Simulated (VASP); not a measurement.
Here is the system:

```xyz
2
Lattice="0.0000 2.9480 2.9480 2.9480 0.0000 2.9480 2.9480 2.9480 0.0000" Properties=species:S:1:pos:R:3 pbc="T T T"
Rb     0.0000     0.0000     0.0000
Br     2.9480     2.9480     2.9480
```

Calculation: PBEsol GGA, VASP's PBE PAW potentials (set 64) (plane waves; VASP). Numerical set-up: 500 eV cut-off, 8×8×8 Γ-centred mesh, Gaussian smearing of 0.050 eV, potentials Rb_sv Br.

Problem. Estimate the energy per atom (σ→0), pressure, band gap (on the k-mesh) with the smallest direct gap where there is one.

Solution. 
```json
{
 "band gap (on the k-mesh)": "4.35 eV",
 "smallest direct gap (on the k-mesh)": "4.38 eV",
 "energy per atom (σ→0)": "-2.602 eV/atom",
 "pressure": "19.93 GPa"
}
```

The compound is RbBr in the rock salt structure. It was relaxed first under an external pressure of 20 GPa.
